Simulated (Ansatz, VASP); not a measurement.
## SbW2 in VASP and in Ansatz

The input INCAR:

```
PREC = Accurate ; ENCUT = 520
EDIFF = 1E-7 ; ISMEAR = -1
SIGMA = 0.05 ; LREAL = False
LASPH = True ; NELM = 100
ALGO = Normal ; ISIF = 2
LWAVE = False ; LCHARG = False
MAGMOM = 0 0 0 0 0 0 0 0 0 ; LORBIT = 11
LSORBIT = True ; GGA_COMPAT = False
LMAXMIX = 4 ; METAGGA = R2SCAN
LMIXTAU = True ; NBANDS = 46
```

Contents of KPOINTS:

```
Automatic mesh
0
Gamma
  5 5 5
```

POSCAR

```
SbW2
1.0
    0.0000000000      3.1330100000      3.1330100000
    3.1330100000      0.0000000000      3.1330100000
    3.1330100000      3.1330100000      0.0000000000
Sb W
1 2
Direct
    0.5000000000      0.5000000000      0.5000000000
    0.2500000000      0.2500000000      0.2500000000
    0.7500000000      0.7500000000      0.7500000000
```

File KPOINTS_OPT:

```
path GXWKGLUWLK,UX
20
line-mode
reciprocal
 0.0000000000  0.0000000000  0.0000000000  G
 0.5000000000  0.0000000000  0.5000000000  X

 0.5000000000  0.0000000000  0.5000000000  X
 0.5000000000  0.2500000000  0.7500000000  W

 0.5000000000  0.2500000000  0.7500000000  W
 0.3750000000  0.3750000000  0.7500000000  K

 0.3750000000  0.3750000000  0.7500000000  K
 0.0000000000  0.0000000000  0.0000000000  G

 0.0000000000  0.0000000000  0.0000000000  G
 0.5000000000  0.5000000000  0.5000000000  L

 0.5000000000  0.5000000000  0.5000000000  L
 0.6250000000  0.2500000000  0.6250000000  U

 0.6250000000  0.2500000000  0.6250000000  U
 0.5000000000  0.2500000000  0.7500000000  W

 0.5000000000  0.2500000000  0.7500000000  W
 0.5000000000  0.5000000000  0.5000000000  L

 0.5000000000  0.5000000000  0.5000000000  L
 0.3750000000  0.3750000000  0.7500000000  K

 0.6250000000  0.2500000000  0.6250000000  U
 0.5000000000  0.0000000000  0.5000000000  X
```

input.yaml

```yaml
crystal:
  lattice:
    - [0.0, 3.13301, 3.13301]
    - [3.13301, 0.0, 3.13301]
    - [3.13301, 3.13301, 0.0]
  atoms:
    - { symbol: Sb, position: [0.5, 0.5, 0.5] }
    - { symbol: W, position: [0.25, 0.25, 0.25] }
    - { symbol: W, position: [0.75, 0.75, 0.75] }
hamiltonian:
  xc: r2scan
  pseudopotentials: { kind: paw_fr }
magnetization:
  noncollinear: true
  spin_orbit: true
kpoints:
  mp_grid: { grid: [5, 5, 5] }
  band_path:
    path:
      - [[0.0, 0.0, 0.0], [0.5, 0.0, 0.5], [0.5, 0.25, 0.75], [0.375, 0.375, 0.75], [0.0, 0.0, 0.0], [0.5, 0.5, 0.5], [0.625, 0.25, 0.625], [0.5, 0.25, 0.75], [0.5, 0.5, 0.5], [0.375, 0.375, 0.75]]
      - [[0.625, 0.25, 0.625], [0.5, 0.0, 0.5]]
    npoints: 14
scf:
  occupations: { method: fermi_dirac, width: 0.05 }
  n_extra_bands: 7
output:
  forces: true
  stress: true
  eigenvalues: true
  fatbands: true
  write_density: true
  write_potential: true
  elf: true
  volumetric_format: npy
```

The cell was built by a generator and needn't be a form met in nature.

Alike in both runs: task band structure; functional r2SCAN; k mesh 5 × 5 × 5; occupations fermi-dirac, width 0.05 eV; spin-orbit coupling, no magnetisation.

|  | VASP | Ansatz |
| --- | --- | --- |
| version | VASP 6.6.1 | Ansatz 0.2.0 |
| potentials or method | VASP PAW PBE potentials, release 64 (Sb, W_sv) | Ansatz PAW |
| plane-wave cutoff (eV) | 520 | 500 |
| valence electrons in the cell | 33 | 43 |

Ansatz gave:

* gap on the k mesh at the Fermi level (eV): none
* pressure (GPa): -2.6

Problem. Which values does VASP return?

Solution. gap on the k mesh at the Fermi level (eV): none; pressure (GPa): -1.8.

A gap of «none» marks a metal or a gap that the smearing closes. The two sets of potentials don't hold the same shells in valence.

Caveats: the PAW data sets were made with another functional, which shifts forces and pressure a little (VASP); the PAW data sets come from PBE, with cores solved anew for the run's functional, which leaves a small shift of forces and pressure (Ansatz).
